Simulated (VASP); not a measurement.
Consider the following.

```yaml
crystal:
  lattice:
    - [0.00000, 3.04004, 3.04004]
    - [3.04004, 0.00000, 3.04004]
    - [3.04004, 3.04004, 0.00000]
  atoms:
    - { symbol: Ca, position: [0.00000, 0.00000, 0.00000] }
    - { symbol: Se, position: [0.50000, 0.50000, 0.50000] }
```

All values below come from PBE GGA, VASP's PBE PAW potentials (set 64) (plane waves; VASP). Run with 300 eV cut-off, 6×6×6 Γ-centred mesh, Gaussian smearing of 0.010 eV, potentials Ca_sv Se.

Question: Give the energies of bands 6 to 11 at the high-symmetry points, in eV from the valence-band maximum.

Answer: 
| band | Γ | X | U | L | W |
|---|---|---|---|---|---|
| 6 | 0.00 | -2.31 | -2.06 | -2.98 | -1.80 |
| 7 | 0.00 | -0.86 | -1.85 | -1.03 | -1.80 |
| 8 | 0.00 | -0.86 | -0.99 | -1.03 | -1.50 |
| 9 | 2.92 | 2.20 | 3.30 | 4.38 | 4.32 |
| 10 | 3.71 | 4.70 | 5.41 | 5.24 | 4.32 |
| 11 | 3.71 | 4.88 | 5.48 | 5.29 | 5.01 |

The gap is indirect, 2.20 eV, from the valence maximum at Γ to the conduction minimum at X.

The structure comes from a computed database's CaSe entry; how it stands against other phases isn't given here. The cell was not relaxed at this level.
